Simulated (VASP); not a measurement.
Here is the system:

```xyz
2
Lattice="1.4550 -2.5201 0.0000 1.4550 2.5201 0.0000 0.0000 0.0000 2.8400" Properties=species:S:1:pos:R:3 pbc="T T T"
W      0.0000     0.0000     0.0000
C      1.4550     0.8400     1.4200
```

Method: AM05 GGA, VASP's PBE PAW potentials (set 64) (plane waves; VASP). Settings: 520 eV cut-off, 13×13×12 Γ-centred mesh, first-order Methfessel-Paxton smearing of 0.10 eV, potentials W_sv C.

### Question
The ions, cell shape and volume are relaxed. Give the cell that the relaxation ends in.

### Answer

```xyz
2
Lattice="1.4479 -2.5078 0.0000 1.4479 2.5078 0.0000 0.0000 0.0000 2.8240" Properties=species:S:1:pos:R:3 pbc="T T T"
W      0.0000     0.0000     0.0000
C      1.4479     0.8359     1.4120
```
Space group P-6m2 (187), at a tolerance of 0.03 Å.

### Question
How do energy and volume change from the first to the last step?

### Answer
The energy (σ→0) changes by -3.2 meV/atom and the volume by -1.5 %, in 7 ionic steps.

The compound is WC in the wc structure. This run relaxes it. Symmetry was kept, so distortions that lower it aren't found.
